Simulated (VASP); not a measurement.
Here is the system:

```xyz
2
Lattice="0.0000 2.4538 2.4538 2.4538 0.0000 2.4538 2.4538 2.4538 0.0000" Properties=species:S:1:pos:R:3 pbc="T T T"
Be     0.0000     0.0000     0.0000
S      1.2269     1.2269     1.2269
```

Level of theory: revPBE GGA, VASP's PBE PAW potentials (set 64) (plane waves; VASP). Numerical set-up: 520 eV cut-off, Gaussian smearing of 0.050 eV, potentials Be S.

Task: What does the run give for the band gap (along the path) with the smallest direct gap where there is one?

Result: 
```yaml
band gap (along the path): 3.27 eV
smallest direct gap (along the path): 5.65 eV
```

Total energies compare only between runs with the same potentials, cut-off and functional.

The compound is BeS in the zinc blende structure. It was relaxed first.
